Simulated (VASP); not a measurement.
A convergence study with VASP on CoAl (CsCl type): one setting is varied, all else stays as given below, so the limit is that of these other settings.

```
CELL_PARAMETERS angstrom
      2.86000     0.00000     0.00000
      0.00000     2.86000     0.00000
      0.00000     0.00000     2.86000
ATOMIC_POSITIONS crystal
  Al 0.50000 0.50000 0.50000
  Co 0.00000 0.00000 0.00000
```

Level of theory: PBE GGA, VASP's PBE PAW potentials (set 64) (plane waves; VASP). The tightest run used: 550 eV cut-off, 22×22×22 Γ-centred mesh, first-order Methfessel-Paxton smearing of 0.10 eV, potentials Al Co.

Task: The settings run are 1×1×1 mesh; 2×2×2 mesh; 3×3×3 mesh; 4×4×4 mesh; 5×5×5 mesh; 6×6×6 mesh; 8×8×8 mesh; 9×9×9 mesh; 10×10×10 mesh; 11×11×11 mesh; 12×12×12 mesh; 13×13×13 mesh; 15×15×15 mesh; 16×16×16 mesh; 17×17×17 mesh; 18×18×18 mesh; 19×19×19 mesh; 21×21×21 mesh; 22×22×22 mesh. From which on does the stress (every component) stay within 0.5 GPa of the tightest run?

Result: From 5×5×5 mesh on: it is off by 0.42 there and by no more than 0.5 in any finer run, while 4×4×4 mesh is off by 1.52.
| setting | E (eV/atom) | pressure (GPa) | irreducible k-points | difference judged (GPa) |
|---|---|---|---|---|
| 1×1×1 mesh | -5.5337 | -23.52 | 1 | 21.93 |
| 2×2×2 mesh | -5.7948 | 6.14 | 4 | 7.73 |
| 3×3×3 mesh | -6.0744 | -4.03 | 4 | 2.44 |
| 4×4×4 mesh | -5.9321 | -0.08 | 10 | 1.52 |
| 5×5×5 mesh | -5.9989 | -2.01 | 10 | 0.42 |
| 6×6×6 mesh | -5.9915 | -1.37 | 20 | 0.23 |
| 8×8×8 mesh | -5.9910 | -1.60 | 35 | 0.00 |
| 9×9×9 mesh | -5.9959 | -1.64 | 35 | 0.05 |
| 10×10×10 mesh | -5.9948 | -1.69 | 56 | 0.10 |
| 11×11×11 mesh | -5.9922 | -1.58 | 56 | 0.01 |
| 12×12×12 mesh | -5.9934 | -1.57 | 84 | 0.02 |
| 13×13×13 mesh | -5.9937 | -1.59 | 84 | 0.00 |
| 15×15×15 mesh | -5.9938 | -1.63 | 120 | 0.04 |
| 16×16×16 mesh | -5.9935 | -1.58 | 165 | 0.01 |
| 17×17×17 mesh | -5.9941 | -1.64 | 165 | 0.05 |
| 18×18×18 mesh | -5.9940 | -1.66 | 220 | 0.07 |
| 19×19×19 mesh | -5.9938 | -1.58 | 220 | 0.01 |
| 21×21×21 mesh | -5.9938 | -1.59 | 286 | 0.00 |
| 22×22×22 mesh | -5.9938 | -1.59 | 364 | 0.00 |

Left out are rungs that failed or repeat a setting and relaxations that didn't move; long series are thinned to 24 rows.

The compound is CoAl in the CsCl type structure. The cell was not relaxed at this level. The run is not spin-polarised, so no magnetic state was tried.
